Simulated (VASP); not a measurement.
Computed with PBE GGA, VASP's PBE PAW potentials (set 64) (plane waves; VASP).

A VASP calculation is set up with these files.

**INCAR**
```
! general
SYSTEM =Ti
PREC   =Accurate
ENCUT  =400
LREAL  =.FALSE.
LASPH  =.TRUE.

! electronic loop
EDIFF  =1E-8
NELM   =100
ALGO   =Normal
LMAXMIX=4

! smearing
ISMEAR =1
SIGMA  =0.1

! functional
GGA    =PE

! ions
IBRION =1
NSW    =30
ISIF   =2
EDIFFG =-0.001

! output
LWAVE  =.FALSE.
LCHARG =.FALSE.
```

### KPOINTS
```
Automatic mesh
0
Gamma
13 13 7
0 0 0
```

File POSCAR:
```
Ti
1
    1.4642234512    -2.5361094687     0.0000000000
    1.4642234512     2.5361094687     0.0000000000
    0.0000000000     0.0000000000     4.6422583589
Ti
2
Direct
  0.3333330000   0.6666670000   0.2500000000
  0.6666670000   0.3333330000   0.7500000000
```

POTCAR, in this order: Ti_sv (PBE.64 set). Program: vasp_std.

The resulting files:

### OSZICAR
```
       N       E                     dE             d eps       ncg     rms          rms(c)
DAV:   1     0.225006927736E+03    0.22501E+03   -0.12053E+04  2728   0.160E+03
DAV:   2     0.913319929584E+01   -0.21587E+03   -0.21462E+03  2832   0.454E+02
DAV:   3    -0.166774598941E+02   -0.25811E+02   -0.25588E+02  5272   0.128E+02
DAV:   4    -0.176767994086E+02   -0.99934E+00   -0.99930E+00  2776   0.264E+01
DAV:   5    -0.177262974667E+02   -0.49498E-01   -0.49498E-01  4392   0.416E+00    0.120E+01
DAV:   6    -0.156585405763E+02    0.20678E+01   -0.77335E+00  3176   0.324E+01    0.304E+00
DAV:   7    -0.156393195438E+02    0.19221E-01   -0.80489E-01  4048   0.763E+00    0.203E+00
DAV:   8    -0.156632161135E+02   -0.23897E-01   -0.20709E-01  3160   0.611E+00    0.692E-01
DAV:   9    -0.156541475752E+02    0.90685E-02   -0.52741E-02  3208   0.259E+00    0.493E-02
DAV:  10    -0.156542986550E+02   -0.15108E-03   -0.18647E-03  4200   0.338E-01    0.779E-02
DAV:  11    -0.156543588066E+02   -0.60152E-04   -0.15526E-04  3144   0.105E-01    0.218E-02
DAV:  12    -0.156543489678E+02    0.98388E-05   -0.31972E-05  3840   0.391E-02    0.763E-03
DAV:  13    -0.156543491414E+02   -0.17355E-06   -0.10244E-06  3144   0.122E-02    0.112E-03
DAV:  14    -0.156543494715E+02   -0.33018E-06   -0.20198E-07  4312   0.384E-03    0.411E-04
DAV:  15    -0.156543495775E+02   -0.10594E-06   -0.21020E-08  2336   0.124E-03    0.928E-05
DAV:  16    -0.156543495996E+02   -0.22143E-07   -0.22178E-09  1800   0.493E-04    0.654E-05
DAV:  17    -0.156543495999E+02   -0.30377E-09   -0.73085E-10  1624   0.288E-04
   1 F= -.15654350E+02 E0= -.15654273E+02  d E =-.156543E+02
```

**OUTCAR**
```
------------------------ aborting loop because EDIFF is reached ----------------------------------------
  FORCE on cell =-STRESS in cart. coord.  units (eV):
  Direction    XX          YY          ZZ          XY          YZ          ZX
  --------------------------------------------------------------------------------------
  Total       -0.0046948     -0.0046948     -0.0094253      0.0000000      0.0000000      0.0000000
  in kB       -0.2181707     -0.2181707     -0.4379957      0.0000000      0.0000000      0.0000000
  external PRESSURE =      -0.2914457 kB  Pullay stress =       0.0000000 kB
  volume of cell :       34.48
      direct lattice vectors                 reciprocal lattice vectors
     1.464223451 -2.536109469  0.000000000     0.341477935 -0.197152373  0.000000000
     1.464223451  2.536109469  0.000000000     0.341477935  0.197152373  0.000000000
     0.000000000  0.000000000  4.642258359     0.000000000  0.000000000  0.215412397
 POSITION                                       TOTAL-FORCE (eV/Angst)
 -----------------------------------------------------------------------------------
      1.46422      0.84537      1.16056        -0.000000     -0.000000      0.000000
      1.46422     -0.84537      3.48169         0.000000      0.000000      0.000000
 -----------------------------------------------------------------------------------
    total drift:                                0.000000      0.001057     -0.000020
  FREE ENERGIE OF THE ION-ELECTRON SYSTEM (eV)
  ---------------------------------------------------
  free  energy   TOTEN  =       -15.6543495999 eV

  energy  without entropy=      -15.6541202942  energy(sigma->0) =      -15.65427316

 reached required accuracy - stopping structural energy minimisation
```
(Selected blocks of OUTCAR.)

The compound is Ti in the hcp structure. It was relaxed first. The start is the result of an earlier pass.
